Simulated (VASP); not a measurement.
OSZICAR of a VASP run on Rh (fcc):

File OSZICAR:
```
       N       E                     dE             d eps       ncg     rms          rms(c)
DAV:   1     0.113738412835E+03    0.11374E+03   -0.92186E+03  3201   0.141E+03
DAV:   2    -0.617399284723E+01   -0.11991E+03   -0.11495E+03  3283   0.383E+02
DAV:   3    -0.774791229435E+01   -0.15739E+01   -0.15617E+01  3658   0.496E+01
DAV:   4    -0.775773416558E+01   -0.98219E-02   -0.98208E-02  3532   0.407E+00
DAV:   5    -0.775789528812E+01   -0.16112E-03   -0.16112E-03  3602   0.480E-01    0.960E+00
DAV:   6    -0.727613191880E+01    0.48176E+00   -0.11773E+00  3337   0.160E+01    0.330E+00
DAV:   7    -0.726114702276E+01    0.14985E-01   -0.19313E-02  3550   0.176E+00    0.163E+00
DAV:   8    -0.725774579644E+01    0.34012E-02   -0.31885E-03  3316   0.896E-01    0.166E-01
DAV:   9    -0.725764487049E+01    0.10093E-03   -0.83172E-05  3715   0.149E-01    0.157E-02
DAV:  10    -0.725764871719E+01   -0.38467E-05   -0.35344E-06  3454   0.276E-02    0.225E-03
DAV:  11    -0.725764874084E+01   -0.23653E-07   -0.23132E-07  1868   0.700E-03
   1 F= -.68191623E+01 E0= -.68190729E+01  d E =-.681916E+01
       N       E                     dE             d eps       ncg     rms          rms(c)
DAV:   1    -0.844381695520E+01   -0.11862E+01   -0.18322E+01  3343   0.700E+01    0.947E+00
DAV:   2    -0.722467226600E+01    0.12191E+01   -0.28222E+00  3286   0.259E+01    0.150E+00
DAV:   3    -0.720441834949E+01    0.20254E-01   -0.64647E-02  3472   0.357E+00    0.969E-01
DAV:   4    -0.720712382335E+01   -0.27055E-02   -0.68444E-03  3436   0.122E+00    0.230E-01
DAV:   5    -0.720770708435E+01   -0.58326E-03   -0.53306E-04  3583   0.320E-01    0.353E-02
DAV:   6    -0.720764923590E+01    0.57848E-04   -0.20808E-05  3376   0.673E-02    0.533E-03
DAV:   7    -0.720764807766E+01    0.11582E-05   -0.62065E-07  2427   0.122E-02    0.171E-03
DAV:   8    -0.720764877102E+01   -0.69336E-06   -0.67218E-08  1715   0.407E-03
   2 F= -.67965438E+01 E0= -.67964520E+01  d E =0.226185E-01
       N       E                     dE             d eps       ncg     rms          rms(c)
DAV:   1    -0.789892655821E+01   -0.69128E+00   -0.97626E+00  3340   0.530E+01    0.546E+00
DAV:   2    -0.725544222140E+01    0.64348E+00   -0.15773E+00  3286   0.190E+01    0.146E+00
DAV:   3    -0.725203733716E+01    0.34049E-02   -0.18906E-02  3451   0.184E+00    0.802E-01
DAV:   4    -0.725366579707E+01   -0.16285E-02   -0.35592E-03  3415   0.848E-01    0.121E-01
DAV:   5    -0.725383830014E+01   -0.17250E-03   -0.14875E-04  3616   0.160E-01    0.376E-02
DAV:   6    -0.725382603018E+01    0.12270E-04   -0.91387E-06  3331   0.470E-02    0.342E-03
DAV:   7    -0.725382592599E+01    0.10419E-06   -0.48255E-08  2030   0.285E-03
   3 F= -.68232909E+01 E0= -.68232028E+01  d E =-.412864E-02
```

**Question.** Which electronic solver shows in the log?

**Answer.** It is blocked Davidson (ALGO = Normal, or the opening steps of other solvers). The INCAR had ALGO = Normal.

**Question.** Can the final energy be trusted as converged?

**Answer.** The calculation finished and met its thresholds. It stopped with EDIFF = 1E-6, NELM = 100, NSW = 40 and EDIFFG = -0.02 after 3 ionic steps (PBE GGA, plane waves, VASP's PBE PAW potentials (set 64)).

The compound is Rh in the fcc structure. This run relaxes it under an external pressure of 5 GPa. Symmetry was kept, so distortions that lower it aren't found.
